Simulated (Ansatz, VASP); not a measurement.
## Na14Sr6Si26O65 (liquid 67SiO2-18Na2O-15SrO (mol %) at 2550 K): VASP beside Ansatz

One calculation is typed for both programs; each brings its own data sets and cutoff. How far apart do they land? The cell is taken from a series of runs on this material, whose earlier steps may have relaxed or scaled it; both programs get it as it stands.

Main program and level: Ansatz 0.2.0; plane waves, with VASP 6.6.1 beside it; single point at PBE.

## Step 1: Starting point

The cell holds 111 atoms: 26 Si, 14 Na, 6 Sr and 65 O. Cell: a = 12.686 Å, b = 12.686 Å, c = 12.686 Å, α = 90.0°, β = 90.0°, γ = 90.0°. As first built, before any earlier steps moved the atoms: 111 atoms (26 Si, 14 Na, 6 Sr, 65 O) placed at random at 2.73 g/cm^3, melted at 4000 K for 10 ps at fixed volume with the Morse and Coulomb pair potential with partial charges (Pedone, Malavasi, Menziani, Cormack and Segre, J. Phys. Chem. B 110, 11780 (2006)). Snapshot at the end of a hold of 10 ps at 2550 K and zero pressure.

## Step 2: VASP: single point, PBE

A single point gives forces, pressure and levels at one fixed geometry, so differences don't come from the geometry; what else differs is listed under the comparison.

Lines of VASP's logs that name or quote its potential files are left out, and so is its time.

Input file INCAR:

```
SYSTEM = Na14Sr6Si26O65
PREC = Accurate
ENCUT = 520
EDIFF = 1E-05
NELM = 100
ISMEAR = -1
SIGMA = 0.05
LREAL = Auto
ALGO = Fast
GGA = PE
NBANDS = 403
LORBIT = 11
LWAVE = .FALSE.
LCHARG = .FALSE.
ISIF = 2
```

Input file POSCAR:

```
Na14Sr6Si26O65
1.0
   12.6859100000      0.0000000000      0.0000000000
    0.0000000000     12.6859100000      0.0000000000
    0.0000000000      0.0000000000     12.6859100000
Si Na Sr O
26 14 6 65
Direct
    0.5176800000      0.7049900000      0.6781900000
    0.3916400000      0.8638500000      0.6003100000
    0.4616700000      0.5375900000      0.4737700000
    0.8110100000      0.2269600000      0.5223700000
    0.5184800000      0.8611600000      0.3595900000
    0.3433500000      0.9481900000      0.0814700000
    0.1404400000      0.4515500000      0.7343500000
    0.3331800000      0.7020400000      0.0639100000
    0.0052800000      0.8352700000      0.7162200000
    0.7244600000      0.3858000000      0.1869400000
    0.9383900000      0.6019100000      0.7052800000
    0.1910100000      0.7326300000      0.6040000000
    0.6993900000      0.0617600000      0.6465300000
    0.8011800000      0.4212200000      0.6288700000
    0.5119600000      0.2677000000      0.1405500000
    0.4751400000      0.6544300000      0.2625100000
    0.1233800000      0.9896500000      0.2207000000
    0.7013400000      0.6340300000      0.1820100000
    0.0927400000      0.7930200000      0.3771600000
    0.2699200000      0.1024400000      0.6135100000
    0.1948400000      0.4954900000      0.5273300000
    0.0943300000      0.6481700000      0.1758900000
    0.3404100000      0.5705800000      0.8359200000
    0.2364500000      0.1487800000      0.3730500000
    0.4526700000      0.0843200000      0.2536900000
    0.6546800000      0.3753500000      0.4148400000
    0.8045300000      0.8246900000      0.2332800000
    0.7304500000      0.6808400000      0.9038100000
    0.5079800000      0.2765500000      0.5872600000
    0.8967700000      0.1859600000      0.2321500000
[... 75 atom lines left out ...]
    0.5914200000      0.6400800000      0.2559100000
    0.3678500000      0.8286200000      0.0652500000
    0.9751700000      0.7715600000      0.4471800000
    0.4741700000      0.8430300000      0.4991800000
    0.0766000000      0.8998700000      0.3074200000
    0.5370100000      0.1610400000      0.2228400000
```

Input file KPOINTS:

```
Automatic mesh
0
Gamma
1 1 1
0 0 0
```

The projector-augmented-wave data sets are Si, Na_pv, Sr_sv and O (PBE family, release 64).

On the command line:

```console
export OMP_NUM_THREADS=5
mpirun -np 1 vasp_gam
```

Numbers of over 12 decimals in the logs are rounded to 6 here.

The program printed:

```text
[banner, memory and clock lines left out]
running    1 mpi-ranks, on    1 nodes
[...]
Offloading initialized ...    1 GPUs detected
[...]
LDA part: xc-table for (Slater+PW92), standard interpolation
 POSCAR, INCAR and KPOINTS ok, starting setup
[...]
entering main loop
       N       E                     dE             d eps       ncg     rms          rms(c)
DAV:   1     0.779787158714E+04    0.77979E+04   -0.35496E+05   814   0.167E+03
DAV:   2     0.246327890632E+03   -0.75515E+04   -0.71682E+04   958   0.443E+02
DAV:   3    -0.809021026461E+03   -0.10553E+04   -0.10393E+04   905   0.190E+02
DAV:   4    -0.874168168442E+03   -0.65147E+02   -0.64520E+02  1012   0.491E+01
[...]
RMM:  14    -0.733259215480E+03   -0.10279E-01   -0.64201E-02  1594   0.316E-01    0.377E-01
RMM:  15    -0.733264294485E+03   -0.50790E-02   -0.37331E-02  1599   0.254E-01    0.223E-01
RMM:  16    -0.733267692189E+03   -0.33977E-02   -0.27782E-02  1607   0.212E-01    0.199E-01
WARNING in EDDRMM: call to ZHEGV failed, returncode =   6  3    174
RMM:  17    -0.733268983098E+03   -0.12909E-02   -0.13890E-02  1595   0.172E-01    0.894E-02
RMM:  18    -0.733270247155E+03   -0.12641E-02   -0.12222E-02  1592   0.148E-01    0.337E-02
RMM:  19    -0.733271043348E+03   -0.79619E-03   -0.74152E-03  1588   0.129E-01    0.180E-02
RMM:  20    -0.733271795895E+03   -0.75255E-03   -0.72627E-03  1567   0.113E-01    0.181E-02
WARNING in EDDRMM: call to ZHEGV failed, returncode =   6  3    273
RMM:  21    -0.733272264808E+03   -0.46891E-03   -0.45133E-03  1551   0.101E-01    0.129E-02
RMM:  22    -0.733272744770E+03   -0.47996E-03   -0.47098E-03  1517   0.896E-02    0.108E-02
RMM:  23    -0.733273056019E+03   -0.31125E-03   -0.30312E-03  1496   0.813E-02    0.105E-02
RMM:  24    -0.733273424101E+03   -0.36808E-03   -0.36566E-03  1465   0.733E-02    0.840E-03
[...]
RMM:  43    -0.733275551325E+03   -0.16056E-04   -0.13344E-04   775   0.151E-02    0.596E-02
RMM:  44    -0.733275574486E+03   -0.23161E-04   -0.22027E-04   762   0.140E-02    0.613E-02
RMM:  45    -0.733275583943E+03   -0.94567E-05   -0.76504E-05   727   0.130E-02
   1 F= -.73327558E+03 E0= -.73325003E+03  d E =-.511009E-01
```

From OUTCAR (step 2):

```text
  FREE ENERGIE OF THE ION-ELECTRON SYSTEM (eV)
  ---------------------------------------------------
  free  energy   TOTEN  =      -733.2755839431 eV

  energy  without entropy=     -733.2244830194  energy(sigma->0) =     -733.25003348

[... 1 further part left out ...]
```

The run ends at a pressure of 1.76 GPa, with forces up to 15 eV/Å.

## Step 3: Ansatz: single point, PBE

Ansatz runs on its default PAW (the set named soft_2) files.

The same cell, functional, mesh and smearing now go to Ansatz, which takes its cutoff from its data sets.

Input file input.yaml:

```yaml
crystal:
  lattice:
    - [12.68591, 0.0, 0.0]
    - [0.0, 12.68591, 0.0]
    - [0.0, 0.0, 12.68591]
  atoms:
    - { symbol: Si, position: [0.51768, 0.70499, 0.67819] }
    - { symbol: Si, position: [0.39164, 0.86385, 0.60031] }
    - { symbol: Si, position: [0.46167, 0.53759, 0.47377] }
    - { symbol: Si, position: [0.81101, 0.22696, 0.52237] }
    - { symbol: Si, position: [0.51848, 0.86116, 0.35959] }
    - { symbol: Si, position: [0.34335, 0.94819, 0.08147] }
    - { symbol: Si, position: [0.14044, 0.45155, 0.73435] }
    - { symbol: Si, position: [0.33318, 0.70204, 0.06391] }
    - { symbol: Si, position: [0.00528, 0.83527, 0.71622] }
    - { symbol: Si, position: [0.72446, 0.3858, 0.18694] }
    - { symbol: Si, position: [0.93839, 0.60191, 0.70528] }
    - { symbol: Si, position: [0.19101, 0.73263, 0.604] }
    - { symbol: Si, position: [0.69939, 0.06176, 0.64653] }
    - { symbol: Si, position: [0.80118, 0.42122, 0.62887] }
    - { symbol: Si, position: [0.51196, 0.2677, 0.14055] }
    - { symbol: Si, position: [0.47514, 0.65443, 0.26251] }
    - { symbol: Si, position: [0.12338, 0.98965, 0.2207] }
    - { symbol: Si, position: [0.70134, 0.63403, 0.18201] }
    - { symbol: Si, position: [0.09274, 0.79302, 0.37716] }
    - { symbol: Si, position: [0.26992, 0.10244, 0.61351] }
    - { symbol: Si, position: [0.19484, 0.49549, 0.52733] }
    - { symbol: Si, position: [0.09433, 0.64817, 0.17589] }
    - { symbol: Si, position: [0.34041, 0.57058, 0.83592] }
    - { symbol: Si, position: [0.23645, 0.14878, 0.37305] }
    - { symbol: Si, position: [0.45267, 0.08432, 0.25369] }
    - { symbol: Si, position: [0.65468, 0.37535, 0.41484] }
    - { symbol: Na, position: [0.80453, 0.82469, 0.23328] }
    - { symbol: Na, position: [0.73045, 0.68084, 0.90381] }
    - { symbol: Na, position: [0.50798, 0.27655, 0.58726] }
    - { symbol: Na, position: [0.89677, 0.18596, 0.23215] }
[... 75 atom lines left out ...]
    - { symbol: O, position: [0.59142, 0.64008, 0.25591] }
    - { symbol: O, position: [0.36785, 0.82862, 0.06525] }
    - { symbol: O, position: [0.97517, 0.77156, 0.44718] }
    - { symbol: O, position: [0.47417, 0.84303, 0.49918] }
    - { symbol: O, position: [0.0766, 0.89987, 0.30742] }
    - { symbol: O, position: [0.53701, 0.16104, 0.22284] }
kpoints:
  mp_grid: { grid: [1, 1, 1] }
hamiltonian:
  xc: pbe
scf:
  occupations: { method: fermi_dirac, width: 0.05 }
output:
  forces: true
  eigenvalues: true
  populations: true
  stress: true
```

On the command line:

```console
ansatz run input.yaml --threads 4 --pin off --max-ram 8192MiB --backend cpu --events-out ev --progress --plain --runs-dir out
```

The program printed:

```text
Engine: ansatz 0.2.0, aarch64-unknown-linux-gnu
Pseudopotentials: kind: paw
Pseudopotential: Si, paw, valence charge 4, recommended cutoff 420 eV (normal), Si.paw.azcp
Pseudopotential: Na, paw, valence charge 9, recommended cutoff 420 eV (normal), Na.paw.azcp
Pseudopotential: Sr, paw, valence charge 10, recommended cutoff 420 eV (normal), Sr.paw.azcp
Pseudopotential: O, paw, valence charge 6, recommended cutoff 420 eV (normal), O.paw.azcp
Functional definition: PBE
  parameter kappa = 0.804
  parameter beta = 0.066725
  exchange = pbe_x(kappa = kappa, mu = beta*pi^2/3)
  correlation = pbe_c(beta = beta)
Crystal: 111 atoms, lattice volume = 2041.573 Å³
Basis set: ecut = 420 eV, 39847 PW (Γ), exchange–correlation on 180×180×180 points (8 copies of the dense FFT grid, shifted against one another)
Bands: 451, of which v1, the nominal top of the filled ones, is band 340 counted from 1 (339 counted from 0)
Symmetry: 1 space group operations
Space group: P1 (ITA 1), of the structure as read, at distance tolerance 1.3e-4 Å
k-points: 1
Non-local potential: Si, projectors of the file, l = 0: 2, l = 1: 2, l = 2: 2
Non-local potential: Na, projectors of the file, l = 0: 3, l = 1: 2, l = 2: 1
Non-local potential: Sr, projectors of the file, l = 0: 3, l = 1: 2, l = 2: 2
Non-local potential: O, projectors of the file, l = 0: 2, l = 1: 2, l = 2: 1
PAW form: soft (Blöchl's): semilocal exchange-correlation on the pseudo side does not see the compensation charge
PAW one-centre angular grid: Si, 110 points (default); XC on 64 Gauss nodes
PAW one-centre angular grid: Na, 110 points (default); XC on 64 Gauss nodes
PAW one-centre angular grid: Sr, 110 points (default); XC on 64 Gauss nodes
PAW one-centre angular grid: O, 110 points (default); XC on 64 Gauss nodes
Initial density: superposition of atomic densities (neutral atoms: chi_scale 0, normalization atom), corrected by the library's trained network
Initial wavefunctions: pseudopotential atomic-orbital guess
Functional: x = pbe(κ = 0.804, μ = 0.219515), c = pbe(β = 0.066725)
SCF iter   1: F=—  HF=-95569.724424 eV  |F-HF|=—  |Δ(HF+E_count)|=         —  Δρ=3.26e-3  dr2=7.02e-1  ethr=1.77e-3  ⟨swp⟩=7.0  Hψ=2287  notcnv=0  defer=87
preconditioner: auto → Resta (q_TF=auto, 2.272 Å⁻¹)  ε∞=2.8  [insulator: Δε(μ)=0.619 eV  Ē_g=15.183 eV  σ=0.050 eV  W_gap=1.00  n_scr=436 (ndim 8)  ℏωp=20.3 eV  f_vac=0.274  D(μ)=0.16/eV (n_scr^D=0)  ε∞_Penn≈2.8]
SCF iter   2: F=—  HF=-95569.658651 eV  |F-HF|=—  |Δ(HF+E_count)|=   6.58e-2  Δρ=6.90e-3  dr2=1.58e0  ethr=1.03e-4  ⟨swp⟩=2.0  Hψ=723  notcnv=0  defer=103
preconditioner: auto → LDOS  [metal: Δε(μ)=0.096 eV  Ē_g=14.007 eV  σ=0.050 eV  W_gap=0.45  n_scr=436 (ndim 8)  ℏωp=19.5 eV  f_vac=0.275  D(μ)=16.04/eV (n_scr^D=56)  β→1.0]
SCF iter   3: F=—  HF=-95569.635207 eV  |F-HF|=—  |Δ(HF+E_count)|=   2.34e-2  Δρ=2.47e-3  dr2=3.20e-1  ethr=1.03e-4  ⟨swp⟩=2.0  Hψ=552  notcnv=0  defer=103
SCF iter   4: F=—  HF=-95569.604083 eV  |F-HF|=—  |Δ(HF+E_count)|=   3.11e-2  Δρ=1.76e-3  dr2=1.48e-1  ethr=4.71e-5  ⟨swp⟩=2.0  Hψ=602  notcnv=0  defer=103
SCF iter   5: F=—  HF=-95569.606810 eV  |F-HF|=—  |Δ(HF+E_count)|=   2.73e-3  Δρ=1.43e-3  dr2=8.36e-2  ethr=2.18e-5  ⟨swp⟩=2.0  Hψ=561  notcnv=0  defer=103
SCF iter   6: F=—  HF=-95569.599900 eV  |F-HF|=—  |Δ(HF+E_count)|=   6.91e-3  Δρ=4.94e-4  dr2=1.07e-2  ethr=1.23e-5  ⟨swp⟩=2.0  Hψ=566  notcnv=0  defer=103
SCF iter   7: F=—  HF=-95569.599746 eV  |F-HF|=—  |Δ(HF+E_count)|=   1.54e-4  Δρ=1.96e-4  dr2=9.51e-4  ethr=1.57e-6  ⟨swp⟩=2.0  Hψ=559  notcnv=0  defer=103
SCF iter   8: F=—  HF=-95569.600017 eV  |F-HF|=—  |Δ(HF+E_count)|=   2.71e-4  Δρ=1.28e-4  dr2=3.59e-4  ethr=1.40e-7  ⟨swp⟩=2.0  Hψ=669  notcnv=0  defer=103
SCF iter   9: F=—  HF=-95569.600124 eV  |F-HF|=—  |Δ(HF+E_count)|=   1.06e-4  Δρ=9.02e-5  dr2=1.86e-4  ethr=5.29e-8  ⟨swp⟩=2.0  Hψ=559  notcnv=0  defer=103
SCF iter  10: F=—  HF=-95569.600132 eV  |F-HF|=—  |Δ(HF+E_count)|=   8.39e-6  Δρ=6.55e-5  dr2=1.12e-4  ethr=2.74e-8  ⟨swp⟩=2.0  Hψ=559  notcnv=0  defer=103
SCF iter  11: F=—  HF=-95569.600185 eV  |F-HF|=—  |Δ(HF+E_count)|=   5.26e-5  Δρ=4.66e-5  dr2=6.57e-5  ethr=1.65e-8  ⟨swp⟩=2.0  Hψ=549  notcnv=0  defer=103
SCF iter  12: F=—  HF=-95569.599713 eV  |F-HF|=—  |Δ(HF+E_count)|=   4.72e-4  Δρ=2.73e-5  dr2=2.25e-5  ethr=9.66e-9  ⟨swp⟩=2.0  Hψ=785  notcnv=0  defer=103
SCF iter  13: F=—  HF=-95569.599715 eV  |F-HF|=—  |Δ(HF+E_count)|=   2.13e-6  Δρ=1.60e-5  dr2=5.88e-6  ethr=3.30e-9  ⟨swp⟩=2.0  Hψ=559  notcnv=0  defer=103
SCF iter  14: F=—  HF=-95569.599718 eV  |F-HF|=—  |Δ(HF+E_count)|=   3.23e-6  Δρ=8.36e-6  dr2=1.71e-6  ethr=8.65e-10  ⟨swp⟩=2.0  Hψ=669  notcnv=0  defer=103
SCF iter  15: F=—  HF=-95569.599719 eV  |F-HF|=—  |Δ(HF+E_count)|=   8.12e-7  Δρ=3.67e-6  dr2=4.50e-7  ethr=2.52e-10  ⟨swp⟩=2.0  Hψ=559  notcnv=0  defer=103
[...]
atom  83  O      0.92117916    -0.08940525    -5.11597951
  atom  84  O     -3.36657241     2.88046825     1.04515966
  atom  85  O      4.47105383     2.20783213    -3.18016983
  atom  86  O      0.73867736    -0.85394073     0.38952255
  atom  87  O      1.97399156     1.71675780     1.36932804
  atom  88  O      2.65621940     0.25060565    -0.28264312
  atom  89  O      3.01092517     0.25773465    -1.23511298
  atom  90  O      1.11558947    -2.21776140    -1.97440488
  atom  91  O      1.99814866     2.34291156     1.89070892
  atom  92  O     -1.20738402    -2.00240248    -2.00980306
  atom  93  O     -1.82081493     4.82048565    -1.47736607
  atom  94  O      0.27694218    -1.11276383     1.44032940
  atom  95  O     -0.38133872   -12.91125457     8.06163463
  atom  96  O      0.09567324     0.51061898     1.24962479
  atom  97  O     -1.72554810     2.81658688    -0.37423756
  atom  98  O     -2.24135665     1.78650196    -1.20016524
  atom  99  O     -2.58763485    -0.44770110    -0.49939538
  atom 100  O     -8.43612452    -0.98241453     4.36951190
  atom 101  O      2.28259811     1.66880854     1.40717760
  atom 102  O      1.59173170    -1.59307633     0.89220741
  atom 103  O      2.54271316     0.27915362    -4.49607229
  atom 104  O     -6.33361641    -1.78224192    -2.87230609
  atom 105  O      0.47363467    -1.06991919     0.66716469
  atom 106  O      5.26225854    -2.45319938    -0.83923442
  atom 107  O      0.66561779    -4.08255963    -0.52408984
  atom 108  O     -1.60313904     1.06725844    -1.28299605
  atom 109  O     -0.44646530     1.08467030    -1.98890191
  atom 110  O     -0.57881258    -0.65455020    -0.38329425
  atom 111  O      3.50289165     3.99427515    -1.69488899
  max |Σ_I F_I| component: 9.28e-5 eV/Å
--- Stress (GPa, compression-positive) ---
        0.535335       1.090733       0.151001
        1.090734       3.219149      -1.035999
        0.151000      -1.035999       1.292475
  P = ⅓ Tr σ = 1.6823 GPa (16.823 kbar)
--- Band table (eV) ---
  k-point 0: bands = [... 336 lower, 2.4685, 2.5315, 2.5633, 2.9265, 3.1852, 4.3700, 4.6072, 4.8032, ... 107 higher]
--- Löwdin populations: 111 sites ---
  site symbol       q [e]
     0     Si      2.3307
     1     Si      2.2986
     2     Si      2.2830
     3     Si      2.3135
     4     Si      2.2806
     5     Si      2.3028
     6     Si      2.3123
     7     Si      2.3234
     8     Si      2.4156
     9     Si      2.3128
    10     Si      2.3497
    11     Si      2.2198
    12     Si      2.4282
    13     Si      2.3687
    14     Si      2.3859
    15     Si      2.1865
    16     Si      2.3469
    17     Si      2.3554
    18     Si      2.2941
    19     Si      2.3491
    20     Si      2.3090
    21     Si      2.3586
    22     Si      2.3609
    23     Si      2.2887
[...]
103      O      6.8127
   104      O      6.8174
   105      O      6.8166
   106      O      6.7916
   107      O      7.0571
   108      O      6.8051
   109      O      6.8277
   110      O      6.8015
  spilling = 0.011945 (of n_electrons = 680.000000)
```

The run ends at a pressure of 1.68 GPa, with forces up to 15 eV/Å.

## Step 4: Differences

Known differences besides the PAW data sets themselves: the data sets hold 680 valence electrons in Ansatz (default PAW (the set named soft_2) files) and 652 in VASP; the cutoff is 420 eV in Ansatz and 520 eV in VASP (PREC = Accurate, projectors in real space); VASP leaves aspherical gradient terms in its spheres out (LASPH is not set), Ansatz keeps them. Total energies have different zeros and are not compared.

The two programs side by side:

```tsv
quantity	Ansatz	VASP	difference
pressure (GPa)	1.68	1.76	-0.08
gap on the k mesh (eV)	0.259	0.258	+0.001
```

Forces on 10 of the 111 atoms, picked by the larger force of the two programs (eV/Å; atoms numbered as in POSCAR):

```tsv
atom	Ansatz x, y, z	VASP x, y, z
Si4	-1.818, 10.605, -6.205	-1.887, 10.356, -5.950
Si7	-0.294, 1.489, 8.252	-0.215, 1.539, 8.224
Si11	0.373, 1.703, 7.187	0.380, 1.681, 7.211
Si12	3.669, 3.850, -6.056	3.680, 3.835, -6.090
Si15	3.000, -4.373, -5.168	3.061, -4.419, -5.187
Si20	9.177, 1.075, -1.043	9.164, 1.058, -1.019
Si23	4.706, -1.833, 5.375	4.685, -1.834, 5.405
Si25	-6.219, -4.750, 2.498	-6.228, -4.757, 2.497
O95	-0.381, -12.911, 8.062	-0.410, -12.745, 7.893
O100	-8.436, -0.982, 4.370	-8.444, -0.980, 4.366
```

The forces differ by 42 meV/Å r.m.s., which is 1.6 % of the r.m.s. force of 2.65 eV/Å (both taken over all components).

## Step 5: What came out

```json
{"r.m.s. force difference (single point, PBE)": "1.6 % of the r.m.s. force"}
```

In words: The r.m.s. force difference is 1.6 % of the r.m.s. force (single point, PBE), within the 3 % picked in this series as the mark of a large difference. Differences of this kind measure data sets and numerical settings, not the functional's error against experiment.

[Lines on the potential files, build, host, timing and source positions are cut from VASP's logs without a mark.]

[Logs are printed without paths, hosts, clocks, repeated set-up lines and the standing remarks that a program may print on its own settings, such as how far it seeks lower states.]

[Hosts, paths, dates, database ids (printed as entryN), source tags and the programs' standing remarks are cut or masked in the printed files.]
